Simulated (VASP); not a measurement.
# OScCl2H in VASP: a series of runs

Aim: see how the results for OScCl2H move with the level of theory and the settings. Levels: PBE, PBE+TS. Tasks: single point, relaxation of the atoms, atomic charges.

All numbers are computed with VASP 6.6.1; they aren't measurements. Logs are shortened: lines on timing, memory, paths and dates and some standing lists are left out, and cuts for length are marked.

## (1) Starting point

The cell holds a molecule in a box, 5 atoms: a = 12.000 Å, b = 14.000 Å, c = 12.000 Å, α = 90.00°, β = 90.00°, γ = 90.00°.

## (2) Single point, PBE (atoms moved at random, drawn with an rms of 0.05 Å)

The input, INCAR:

```
SYSTEM = ScHCl2O
  PREC = Accurate
  ENCUT = 520
  EDIFF = 1E-6
  ISMEAR = 0
  SIGMA = 0.01
  LREAL = .FALSE.
  LASPH = .TRUE.
  NELM = 100
  ALGO = Normal
  ISIF = 2
  LWAVE = .FALSE.
  LCHARG = .FALSE.
  GGA = PE
  NBANDS = 24
```

The input, KPOINTS:

```
Automatic mesh
0
G
  1 1 1
  0 0 0
```

The input, POSCAR:

```
ScHCl2O
1.0
   12.0000000000      0.0000000000      0.0000000000
    0.0000000000     14.0000000000      0.0000000000
    0.0000000000      0.0000000000     12.0000000000
O Sc Cl H
1 1 2 1
Direct
    0.5972470000      0.5949490000      0.5676190000
    0.5369920000      0.4799410000      0.5256830000
    0.6184380000      0.3443550000      0.5889580000
    0.3749090000      0.4768750000      0.4195600000
    0.6196860000      0.6548990000      0.5830140000
```

Potentials or basis: VASP PAW PBE potentials, release 64 (O, Sc_sv, Cl, H).

The run is started by

```
> cat potpaw_PBE.64/O/POTCAR potpaw_PBE.64/Sc_sv/POTCAR potpaw_PBE.64/Cl/POTCAR potpaw_PBE.64/H/POTCAR > POTCAR
> mpirun -np 1 vasp_gam > vasp.out
```

OUTCAR:

```text
SYSTEM = ScHCl2O
   PREC = Accurate
   ENCUT = 520
   EDIFF = 1E-6
   ISMEAR = 0
   LREAL = .FALSE.
   LASPH = .TRUE.
   NELM = 100
   ISIF = 2
   GGA = PE

 ion  position               nearest neighbor table
   1  0.597  0.595  0.568-   5 0.90   2 1.84
   2  0.537  0.480  0.526-   1 1.84   3 2.27   4 2.33
   3  0.618  0.344  0.589-   2 2.27
   4  0.375  0.477  0.420-   2 2.33
   5  0.620  0.655  0.583-   1 0.90

  LATTYP: Found a simple tetragonal cell.
 ALAT       =    12.0000000000
 C/A-ratio  =     1.1666666667

  Lattice vectors:

 A1 = ( -12.0000000000,   0.0000000000,   0.0000000000)
 A2 = (   0.0000000000,   0.0000000000,  12.0000000000)
 A3 = (   0.0000000000,  14.0000000000,   0.0000000000)

Analysis of symmetry for initial positions (statically):
=====================================================================
 Subroutine PRICEL returns:
 Original cell was already a primitive cell.

 Routine SETGRP: Setting up the symmetry group for a
 simple tetragonal supercell.

 Subroutine GETGRP returns: Found  1 space group operations
 (whereof  1 operations were pure point group operations)
 out of a pool of 16 trial point group operations.

The static configuration has the point symmetry C_1 .

Analysis of symmetry for dynamics (positions and initial velocities):
=====================================================================
 Subroutine PRICEL returns:
 Original cell was already a primitive cell.

 Routine SETGRP: Setting up the symmetry group for a
 simple tetragonal supercell.

 Subroutine GETGRP returns: Found  1 space group operations
 (whereof  1 operations were pure point group operations)
 out of a pool of 16 trial point group operations.

The dynamic configuration has the point symmetry C_1 .

 Subroutine INISYM returns: Found  1 space group operations
 (whereof  1 operations are pure point group operations),
 and found     1 'primitive' translations

----------------------------------------------------------------------------------------

                                     Primitive cell

  volume of cell :    2016.0000

  direct lattice vectors                    reciprocal lattice vectors
    12.000000000  0.000000000  0.000000000     0.083333333  0.000000000  0.000000000
     0.000000000 14.000000000  0.000000000     0.000000000  0.071428571  0.000000000
     0.000000000  0.000000000 12.000000000     0.000000000  0.000000000  0.083333333

  length of vectors
    12.000000000 14.000000000 12.000000000     0.083333333  0.071428571  0.083333333

  position of ions in fractional coordinates (direct lattice)
     0.597247000  0.594949000  0.567619000
     0.536992000  0.479941000  0.525683000
     0.618438000  0.344355000  0.588958000
     0.374909000  0.476875000  0.419560000
     0.619686000  0.654899000  0.583014000

  ion indices of the primitive-cell ions
   primitive index   ion index
                 1           1
                 2           2
                 3           3
                 4           4
                 5           5

----------------------------------------------------------------------------------------

 KPOINTS: Automatic mesh

Automatic generation of k-mesh.
 Grid dimensions read from file:
 generate k-points for:    1    1    1

 Generating k-lattice:

  Cartesian coordinates                     Fractional coordinates (reciprocal lattice)
     0.083333333  0.000000000  0.000000000     1.000000000  0.000000000  0.000000000
     0.000000000  0.071428571  0.000000000     0.000000000  1.000000000  0.000000000
     0.000000000  0.000000000  0.083333333     0.000000000  0.000000000  1.000000000

  Length of vectors
     0.083333333  0.071428571  0.083333333

  Shift w.r.t. Gamma in fractional coordinates (k-lattice)
     0.000000000  0.000000000  0.000000000

 Subroutine IBZKPT returns following result:
 ===========================================

 Found      1 irreducible k-points:

 Following reciprocal coordinates:
            Coordinates               Weight
  0.000000  0.000000  0.000000      1.000000
   k-points           NKPTS =      1   k-points in BZ     NKDIM =      1   number of bands    NBANDS=     24
   number of dos      NEDOS =    301   number of ions     NIONS =      5
   total plane-waves  NPLWV = 874800
   dimension x,y,z NGX =    90 NGY =  108 NGZ =   90
   dimension x,y,z NGXF=   180 NGYF=  216 NGZF=  180
   ions per type =               1   1   2   1
   NGX,Y,Z   is equivalent  to a cutoff of  12.47, 12.82, 12.47 a.u.
   NGXF,Y,Z  is equivalent  to a cutoff of  24.94, 25.65, 24.94 a.u.
 SYSTEM =  ScHCl2O
   PREC   = accura    normal or accurate (medium, high low for compatibility)
   ISTART =      0    job   : 0-new  1-cont  2-samecut
   ICHARG =      2    charge: 1-file 2-atom 10-const
   ISPIN  =      1    spin polarized calculation?
   LNONCOLLINEAR =      F non collinear calculations
   LSORBIT =      F    spin-orbit coupling
   LASPH  =      T    aspherical Exc in radial PAW
   ENCUT  =  520.0 eV  38.22 Ry    6.18 a.u.  22.31 26.03 22.31*2*pi/ulx,y,z
   NELM   =    100;   NELMIN=  2; NELMDL= -5     # of ELM steps
   EDIFF  = 0.1E-05   stopping-criterion for ELM
   LREAL  =      F    real-space projection
   EDIFFG = 0.1E-04   stopping-criterion for IOM
   NSW    =      0    number of steps for IOM
   IBRION =     -1    ionic relax: 0-MD 1-quasi-New 2-CG
   NFREE  =      0    steps in history (QN), initial steepest desc. (CG)
   ISIF   =      2    stress and relaxation
   ISYM   =      2    0-nonsym 1-usesym 2-fastsym
   POTIM  = 0.5000    time-step for ionic-motion
   TEBEG  =    0.0;   TEEND  =   0.0 temperature during run
   PSTRESS=    0.0 pullay stress
   NELECT =      32.0000    total number of electrons
   NUPDOWN=      -1.0000    fix difference up-down
   EMIN   =  10.00;   EMAX   =-10.00  energy-range for DOS
   EFERMI =   0.00;   METHOD = LEGACY
   ISMEAR =     0;   SIGMA  =   0.01  broadening in eV -4-tet -1-fermi 0-gaus
   EFERMI_NEDOS =   21; number of points for ismear=-14 and -15
   IALGO  =     38    algorithm
   IMIX   =      4    mixing-type and parameters
     AMIX     =   0.40;   BMIX     =  1.00
     AMIX_MAG =   1.60;   BMIX_MAG =  1.00
  volume/ion in A,a.u.               =     403.20      2720.93
  Fermi-wavevector in a.u.,A,eV,Ry     =   0.411429  0.777488  2.303107  0.169274
  Thomas-Fermi vector in A             =   1.367733
   LORBIT       =      0    0 simple, 1 ext, 2 COOP (PROOUT), +10 PAW based schemes
   GGA     = PE    functional components
   LHFCALC =     F    Hartree Fock is set to
   AEXX    =    0.0000 exact exchange contribution
   IVDW    =     0    specifies the selected vdW correction
   LEPSILON=     F    determine dielectric tensor
   LRPA    =     F    only Hartree local field effects (RPA)
 non-spin polarized calculation
 Gauss-broadening in eV      SIGMA  =   0.01
  energy-cutoff  :      520.00
  volume of cell :     2016.00
 maximum number of plane-waves:     27133
 NGX is ok and might be reduce to    90
   NGX = 45   NGY = 53   NGZ = 45

 number of electron      32.0000000 magnetization

 Free energy of the ion-electron system (eV)
  ---------------------------------------------------
  ext. energy  EPLUGINS =         0.00000000
  ---------------------------------------------------
  free energy    TOTEN  =       -26.16987107 eV

  energy without entropy =      -26.16987107  energy(sigma->0) =      -26.16987107

 E-fermi :  -7.0584     XC(G=0):  -0.8310

 val. band max:       -7.1537986695   @ k =   0.0000   0.0000   0.0000
 cond. band min:      -3.2607341478   @ k =   0.0000   0.0000   0.0000
 fundamental gap:      3.8930645217
 Fermi energy:        -7.0583713240

 k-point     1 :       0.0000    0.0000    0.0000
  band No.  band energies     occupation
      1     -54.8520      2.00000
      2     -33.6872      2.00000
      3     -33.6062      2.00000
      4     -33.4282      2.00000
      5     -24.4375      2.00000
      6     -19.4252      2.00000
[... 16 lines left out ...]
     23       0.0642      0.00000
     24       0.1781      0.00000

------------------------ aborting loop because EDIFF is reached ----------------------------------------

  FORCE on cell =-STRESS in cart. coord.  units (eV):
  Direction    XX          YY          ZZ          XY          YZ          ZX
  --------------------------------------------------------------------------------------
  -------------------------------------------------------------------------------------
  Total        0.3519323      4.6115133      0.1720921      0.8143589      0.5154713      0.3309988
  in kB        0.2796914      3.6649117      0.1367669      0.6471961      0.4096610      0.2630549
  external PRESSURE =       1.3604567 kB  Pullay stress =       0.0000000 kB

 VOLUME and BASIS-vectors are now :
 -----------------------------------------------------------------------------
  energy-cutoff  :      520.00
  volume of cell :     2016.00
      direct lattice vectors                 reciprocal lattice vectors
    12.000000000  0.000000000  0.000000000     0.083333333  0.000000000  0.000000000
     0.000000000 14.000000000  0.000000000     0.000000000  0.071428571  0.000000000
     0.000000000  0.000000000 12.000000000     0.000000000  0.000000000  0.083333333

 POSITION                                       TOTAL-FORCE (eV/Angst)
 -----------------------------------------------------------------------------------
      7.16696      8.32929      6.81143        -1.173759     -3.709076     -0.824866
      6.44390      6.71917      6.30820        -0.489082      0.201700     -0.328322
      7.42126      4.82097      7.06750         0.244409     -0.477349      0.184434
      4.49891      6.67625      5.03472         0.123837     -0.001031      0.072066
      7.43623      9.16859      6.99617         1.294595      3.985757      0.896688
 -----------------------------------------------------------------------------------
    total drift:                                0.000228     -0.000427      0.001274

  FREE ENERGIE OF THE ION-ELECTRON SYSTEM (eV)
  ---------------------------------------------------
  free  energy   TOTEN  =       -26.1698710735 eV

  energy  without entropy=      -26.1698710735  energy(sigma->0) =      -26.16987107
```

Wall time 2.2 min (1 thread of AMD EPYC 9R45 (Zen 5), shared host); peak memory 1.5 GiB.

Results:

```
Free energy                     : -26.1699 eV
Largest force                   : 4.286 eV/Å
Gap between the frontier levels : 3.89 eV
```

Forces on the atoms (eV/Å):
```
O   -1.174 -3.709 -0.825
Sc  -0.489  0.202 -0.328
Cl   0.244 -0.477  0.184
Cl   0.124 -0.001  0.072
H    1.295  3.986  0.897
```

## (3) Relaxation of the atoms, PBE (atoms moved at random, drawn with an rms of 0.02 Å)

The input, INCAR:

```
PREC = Accurate
ENCUT = 520
EDIFF = 1E-6
ISMEAR = 0
SIGMA = 0.01
LREAL = False
LASPH = True
NELM = 100
ALGO = Fast
ISIF = 2
LWAVE = False
LCHARG = False
GGA = PE
IBRION = 2
NSW = 40
EDIFFG = -0.005
```

The input, KPOINTS:

```
regular mesh
0
Gamma
  1 1 1
```

The input, POSCAR:

```
ScHCl2O
1.0
   12.0000000000      0.0000000000      0.0000000000
    0.0000000000     14.0000000000      0.0000000000
    0.0000000000      0.0000000000     12.0000000000
O Sc Cl H
1 1 2 1
Direct
    0.5922440000      0.5983920000      0.5640720000
    0.5340980000      0.4813020000      0.5275270000
    0.6201280000      0.3446800000      0.5880990000
    0.3782420000      0.4758300000      0.4174200000
    0.6243890000      0.6581440000      0.5848450000
```

Potentials or basis: VASP PAW PBE potentials, release 64 (O, Sc_sv, Cl, H).

The run is started by

```
> cat potpaw_PBE.64/O/POTCAR potpaw_PBE.64/Sc_sv/POTCAR potpaw_PBE.64/Cl/POTCAR potpaw_PBE.64/H/POTCAR > POTCAR
> mpirun -np 1 vasp_gam > vasp.out
```

Run time: 13 min. Hardware: 1 thread of AMD EPYC 9R45 (Zen 5), shared host; peak memory 1.6 GiB.

It converged, with:

| Property | Result |
| --- | --- |
| Free energy | -26.3134 eV |
| Energy gained by relaxing | 1.8 meV/atom |
| Ionic steps | 23 |
| Largest force after relaxing | 0.004 eV/Å |
| Gap between the frontier levels | 3.84 eV |

Forces in eV/Å, atoms in the order of the input:
```
O    0.003 -0.002 -0.001
Sc  -0.001  0.004 -0.001
Cl  -0.001  0.000  0.000
Cl   0.002  0.000  0.001
H   -0.003 -0.002  0.001
```

The path:
```tsv
step	energy change (eV)	largest force (eV/Å)	pressure (GPa)
1	0.0000	0.5940	0.05
2	0.0226	2.0353	0.00
3	-0.0035	0.3684	0.04
4	-0.0085	0.1597	0.00
5	-0.0085	0.1494	0.00
6	-0.0090	0.0453	-0.01
7	-0.0090	0.0174	-0.01
8	-0.0090	0.0169	-0.01
9	-0.0090	0.0170	-0.01
10	-0.0091	0.0290	-0.01
11	-0.0091	0.0452	-0.01
12	-0.0091	0.0432	-0.01
13	-0.0091	0.0397	-0.01
14	-0.0091	0.0297	-0.01
15	-0.0091	0.0166	-0.01
16	-0.0092	0.0375	-0.01
17	-0.0092	0.0194	-0.01
18	-0.0092	0.0182	-0.01
19	-0.0092	0.0115	-0.01
20	-0.0092	0.0122	-0.01
21	-0.0092	0.0097	-0.01
22	-0.0092	0.0072	-0.01
23	-0.0092	0.0044	-0.01
```

Final structure:
```cif
data_structure
_symmetry_space_group_name_H-M 'P 1'
_symmetry_Int_Tables_number 1
_cell_length_a 12.0000
_cell_length_b 14.0000
_cell_length_c 12.0000
_cell_angle_alpha 90.000
_cell_angle_beta 90.000
_cell_angle_gamma 90.000
_cell_volume 2016.00
loop_
_atom_site_label
_atom_site_type_symbol
_atom_site_fract_x
_atom_site_fract_y
_atom_site_fract_z
_atom_site_occupancy
O1 O 0.59266 0.59854 0.56500 1
Sc1 Sc 0.53406 0.48121 0.52688 1
Cl1 Cl 0.62071 0.34381 0.58875 1
Cl2 Cl 0.37661 0.47551 0.41635 1
H1 H 0.62507 0.65928 0.58498 1
```

Levels at points of the mesh, in eV from the valence-band top:
```
           k point  band 13  band 14  band 15  band 16  band 17  band 18  band 19  band 20
(0.00, 0.00, 0.00)    -0.44    -0.40    -0.35     0.00     3.84     4.41     4.85     5.55
```

## (4) Atomic charges, PBE+TS

The input, INCAR:

```
  PREC = Accurate
  ENCUT = 520
  EDIFF = 1E-7
  ISMEAR = 0
  SIGMA = 0.01
  LREAL = F
  LASPH = T
  NELM = 60
  ALGO = Normal
  ISIF = 2
  LWAVE = F
  LCHARG = F
  GGA = PE
  IVDW = 2
  LORBIT = 11
```

KPOINTS is that of step 3.

The input, POSCAR:

```
ScHCl2O
1.0
   12.0000000000      0.0000000000      0.0000000000
    0.0000000000     14.0000000000      0.0000000000
    0.0000000000      0.0000000000     12.0000000000
O Sc Cl H
1 1 2 1
Direct
    0.5932125000      0.5976928600      0.5652750000
    0.5351791700      0.4818071400      0.5265833300
    0.6203458300      0.3449071400      0.5885250000
    0.3784125000      0.4759714300      0.4171416700
    0.6237541700      0.6580928600      0.5857250000
```

The run is started by

```
> cat potpaw_PBE.64/O/POTCAR potpaw_PBE.64/Sc_sv/POTCAR potpaw_PBE.64/Cl/POTCAR potpaw_PBE.64/H/POTCAR > POTCAR
> mpirun -np 1 vasp_gam > vasp.out
```

Run time: 2.3 min. Hardware: 1 thread of AMD EPYC 9R45 (Zen 5), shared host; peak memory 1.5 GiB.

Results (log left out):

| Quantity | Value |
| --- | --- |
| Free energy | -26.3356 eV |
| Largest force | 0.639 eV/Å |
| Gap between the frontier levels | 3.91 eV |
| Valence electrons inside the program's atomic spheres | O 5.15; Sc 9.56; Cl 5.14; H 0.76 |
| Hirshfeld charges | O -0.40; Sc +0.83; Cl -0.30; H +0.17 e |
| Dispersion energy per atom | -0.007 eV |

Forces in eV/Å, atoms in the order of the input:
```
O   -0.047 -0.100 -0.030
Sc  -0.124 -0.309 -0.083
Cl   0.088 -0.158  0.065
Cl  -0.162  0.000 -0.115
H    0.246  0.567  0.163
```

Levels at points of the mesh, in eV from the valence-band top:
| k point | band 13 | band 14 | band 15 | band 16 | band 17 | band 18 | band 19 | band 20 |
| --- | --- | --- | --- | --- | --- | --- | --- | --- |
| (0.00, 0.00, 0.00) | -0.44 | -0.40 | -0.36 | 0.00 | 3.91 | 4.50 | 4.97 | 5.67 |

## (5) For comparison

An earlier run on the cell as given: functional PBE; potentials or basis VASP PAW PBE potentials, release 64 (O, Sc_sv, Cl, H); cutoff 520 eV; k mesh 1 × 1 × 1; occupations gaussian, width 0.01 eV; no spin polarisation.

* Largest force: 0.633 eV/Å
* Gap between the frontier levels: 3.91 eV

## (6) Summary

| task | level | cell | gap on the mesh (eV) | largest force (eV/Å) |
| --- | --- | --- | --- | --- |
| single point | PBE | atoms moved at random, drawn with an rms of 0.05 Å | 3.89 | 4.29 |
| relaxation of the atoms | PBE | atoms relaxed from: atoms moved at random, drawn with an rms of 0.02 Å | 3.84 | - |
| atomic charges | PBE+TS | as given | 3.91 | 0.64 |
| single point | PBE | as given | 3.91 | 0.63 |

Alike in all rows: potentials or basis VASP PAW PBE potentials, release 64 (O, Sc_sv, Cl, H); no spin polarisation; k mesh 1 × 1 × 1; cutoff (eV) 520; smearing gaussian 0.01 eV.

Absolute energies hang on the potentials; compare differences alone.
